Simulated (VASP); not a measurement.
Here is the system:

Space group F-43m (No. 216); a = 6.527 Å, b = 6.527 Å, c = 6.527 Å, α = 90.00°, β = 90.00°, γ = 90.00°

```csv
atom,site,symmetry,x,y,z
Cd,4a,-43m,0.0000,0.0000,0.0000
Te,4d,-43m,0.7500,0.7500,0.7500
```
(The calculation used a cell of 2 atoms; values per cell refer to that cell.)

Method: AM05 GGA, VASP's PBE PAW potentials (set 64) (plane waves; VASP 6.6.1). Settings: 520 eV cut-off, 7×7×7 Γ-centred mesh, Gaussian smearing of 0.050 eV, potentials Cd Te.

Question: Give the energy at these volumes per atom, relative to the lowest: 32.67, 33.71, 34.76, 35.80, 36.84 Å³.

Answer: 16.9, 3.9, 0.0, 3.6, 13.5 meV/atom. A third-order Birch-Murnaghan fit gives B0 = 38.5 GPa and B0′ = 4.8.

Measured: bulk modulus 43.7 GPa (computed value off by -11.8 %), as given by Elmahjoubi et al., (2023), arXiv:2303.01780; a 6.480 Å (computed value off by +0.7 %), as given by M J Lucero et al., Journal of Physics Condensed Matter (2012), arXiv:1111.4515. The calculation is for a static lattice, while the measured bulk modulus, a hold thermal and zero-point effects, which are part of the difference.

The compound is CdTe in the zinc blende structure. It was relaxed first.
